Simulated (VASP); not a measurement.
Given:

```yaml
crystal:
  lattice:
    - [0.00000, 2.24475, 2.32753]
    - [2.35202, 0.00000, 2.32753]
    - [2.35202, 2.24475, 0.00000]
  atoms:
    - { symbol: Li, position: [0.25000, 0.25000, 0.25000] }
    - { symbol: Li, position: [0.75000, 0.75000, 0.75000] }
    - { symbol: O, position: [0.98505, 0.01495, 0.01495] }
```

All values below come from PBE GGA, VASP's PBE PAW potentials (set 64) (plane waves; VASP). Settings: 700 eV cut-off, 8×8×8 Γ-centred mesh, Gaussian smearing of 0.050 eV, potentials Li_sv O.

### Question
Which forces act on the atoms, in eV/Å?

### Answer

| atom | Fx | Fy | Fz |
|---|---|---|---|
| Li1 | 0.184 | 0.000 | 0.000 |
| Li2 | 0.184 | 0.000 | 0.000 |
| O3 | -0.368 | 0.000 | 0.000 |

### Question
Give the stress tensor in GPa (positive for a compressed cell).

### Answer

```
-3.30   0.00   0.00
 0.00   5.38   0.00
 0.00   0.00  -1.05
```
The pressure is its mean diagonal, 0.35 GPa.

The compound is Li2O in the antifluorite structure. The cell was not relaxed at this level, atoms are displaced from their ideal sites. The run is one of a series of settings (ENCUT = 700 against the base run), some of them coarse on purpose.
